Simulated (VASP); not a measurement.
```
CELL_PARAMETERS angstrom
      1.75090    -3.03265     0.00000
      1.75090     3.03265     0.00000
      0.00000     0.00000     5.39899
ATOMIC_POSITIONS crystal
  Tm 0.33333 0.66667 0.25000
  Tm 0.66667 0.33333 0.75000
```

Calculation: PBEsol GGA, VASP's PBE PAW potentials (set 64) (plane waves; VASP 6.6.1). Numerical set-up: 400 eV cut-off, 11×11×6 Γ-centred mesh, first-order Methfessel-Paxton smearing of 0.10 eV, potentials Tm_3.

The 4f electrons are frozen in the core of the lanthanide potential, so 4f levels, which can set the real gap, and their magnetism are missing.

Predict the energy per atom (σ→0), band gap (on the k-mesh) with the smallest direct gap where there is one.

```json
{
 "band gap (on the k-mesh)": "none (metal, semimetal or under 0.01 eV)",
 "energy per atom (σ→0)": "-4.903 eV/atom"
}
```

Only differences to runs with the same potentials and settings are physical.

The compound is Tm in the hcp structure. It was relaxed first. The start is the result of an earlier pass.
